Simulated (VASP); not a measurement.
OSZICAR of a VASP run on TiSi2 (space group Cmcm):

File OSZICAR:
```
       N       E                     dE             d eps       ncg     rms          rms(c)
DAV:   1     0.295169470085E+03    0.29517E+03   -0.14533E+04  6128   0.122E+03
DAV:   2    -0.458969364531E+01   -0.29976E+03   -0.29700E+03  6224   0.395E+02
DAV:   3    -0.422122746485E+02   -0.37623E+02   -0.37274E+02 10808   0.116E+02
DAV:   4    -0.446799184319E+02   -0.24676E+01   -0.24610E+01  8056   0.275E+01
DAV:   5    -0.448285553203E+02   -0.14864E+00   -0.14860E+00  9584   0.608E+00    0.181E+01
DAV:   6    -0.417627452957E+02    0.30658E+01   -0.56134E+01  8592   0.506E+01    0.811E+00
DAV:   7    -0.408062985482E+02    0.95645E+00   -0.15535E+01  8256   0.259E+01    0.521E+00
DAV:   8    -0.407049100306E+02    0.10139E+00   -0.12730E+00  8280   0.795E+00    0.935E-01
DAV:   9    -0.406983719751E+02    0.65381E-02   -0.85612E-02  8568   0.219E+00    0.538E-01
DAV:  10    -0.406987229970E+02   -0.35102E-03   -0.71999E-03  8536   0.625E-01    0.158E-01
DAV:  11    -0.406986643845E+02    0.58612E-04   -0.13896E-03  8520   0.243E-01    0.251E-02
DAV:  12    -0.406986619555E+02    0.24290E-05   -0.19052E-04  8576   0.925E-02    0.162E-02
DAV:  13    -0.406986574665E+02    0.44890E-05   -0.33944E-05  8488   0.426E-02    0.202E-03
DAV:  14    -0.406986572860E+02    0.18042E-06   -0.61014E-07  5744   0.562E-03
   1 F= -.40698657E+02 E0= -.40699711E+02  d E =0.316027E-02
```

**Question.** Which electronic solver shows in the log?

**Answer.** It is blocked Davidson (ALGO = Normal, or the opening steps of other solvers). The INCAR had ALGO = Normal.

**Question.** Can the final energy be trusted as converged?

**Answer.** The run converged. It stopped with EDIFF = 1E-6, NELM = 100 (PBE GGA, plane waves, VASP's PBE PAW potentials (set 64)).

The structure comes from a computed database's TiSi2 entry; how it stands against other phases isn't given here. The cell was not relaxed at this level. The run is one of a series of settings (SIGMA = 0.2 against the base run), some of them coarse on purpose.
